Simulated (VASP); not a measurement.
Consider the following.

```yaml
crystal:
  lattice:
    - [4.03470, 0.00000, 0.00000]
    - [0.00000, 4.03470, 0.00000]
    - [0.00000, 0.00000, 4.98983]
  atoms:
    - { symbol: Pb, position: [0.50000, 0.00000, 0.76183] }
    - { symbol: Pb, position: [0.00000, 0.50000, 0.23817] }
    - { symbol: O, position: [0.50000, 0.50000, 0.00000] }
    - { symbol: O, position: [0.00000, 0.00000, 0.00000] }
```

Method: PBE GGA with D3 dispersion (Becke-Johnson damping), VASP's PBE PAW potentials (set 64) (plane waves; VASP). Settings: 520 eV cut-off, Gaussian smearing of 0.050 eV, potentials Pb_d O.

Unless said otherwise, spin-orbit coupling is left out, though it shifts the bands of the heavy elements here.

Q: Give the energies of bands 13 to 23 at the high-symmetry points, in eV from the valence-band maximum.

A: 
| band | Γ | X | M | Z | R | A |
|---|---|---|---|---|---|---|
| 13 | -6.95 | -7.10 | -8.04 | -8.41 | -7.18 | -7.95 |
| 14 | -6.61 | -7.10 | -8.04 | -4.38 | -7.18 | -7.95 |
| 15 | -4.04 | -2.95 | -3.15 | -3.88 | -3.46 | -3.63 |
| 16 | -4.04 | -2.95 | -3.15 | -3.88 | -3.46 | -3.63 |
| 17 | -1.53 | -2.82 | -1.54 | -1.58 | -2.78 | -2.15 |
| 18 | -1.52 | -2.82 | -1.54 | -1.54 | -2.78 | -2.15 |
| 19 | -1.52 | -1.50 | -0.91 | -1.54 | -0.86 | -0.91 |
| 20 | -0.02 | -1.50 | -0.91 | -0.74 | -0.86 | -0.91 |
| 21 | 2.38 | 3.42 | 1.26 | 1.94 | 3.13 | 3.53 |
| 22 | 5.56 | 3.42 | 1.26 | 3.98 | 3.13 | 3.53 |
| 23 | 5.56 | 6.56 | 5.34 | 3.98 | 6.21 | 4.80 |

The gap is indirect, 1.26 eV, from the valence maximum at Γ-X at 0.22 to the conduction minimum at M.

The compound is PbO in the litharge structure. It was relaxed first.
